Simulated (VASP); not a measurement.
Given:

```cif
data_Ni3Si
_chemical_formula_sum 'Si1 Ni3'
_space_group_name_H-M_alt 'P 1'
_space_group_IT_number 1
_cell_length_a 3.53351
_cell_length_b 3.53351
_cell_length_c 3.53351
_cell_angle_alpha 90.000
_cell_angle_beta 90.000
_cell_angle_gamma 90.000
loop_
_space_group_symop_operation_xyz
  'x, y, z'
loop_
_atom_site_label
_atom_site_type_symbol
_atom_site_fract_x
_atom_site_fract_y
_atom_site_fract_z
_atom_site_occupancy
Si1 Si 0.00000 0.00000 0.00000 1
Ni1 Ni 0.00000 0.50000 0.50000 1
Ni2 Ni 0.50000 0.00000 0.50000 1
Ni3 Ni 0.50000 0.50000 0.00000 1
```

The numbers are results of RPBE GGA, VASP's PBE PAW potentials (set 64) (plane waves; VASP), not measurements. Run with 520 eV cut-off, 9×9×9 Γ-centred mesh, first-order Methfessel-Paxton smearing of 0.10 eV, potentials Si Ni.

**Question.** Give the energy at these volumes per atom, relative to the lowest: 10.37, 10.70, 11.03, 11.36, 11.69 Å³.

**Answer.** 27.3, 6.4, 0.0, 5.8, 21.7 meV/atom. A third-order Birch-Murnaghan fit gives B0 = 196 GPa and B0′ = 4.8.

Measured: a 3.510 Å (computed value off by +0.7 %), as given by Metallic Nickel Silicides: Experiments and Theory for NiSi and First Principles Calculations for Other Phases, …. The calculation is for a static lattice, while the measured a holds thermal and zero-point effects, which are part of the difference.

The compound is Ni3Si in the L1_2 structure. It was relaxed first. The run is not spin-polarised, so no magnetic state was tried.
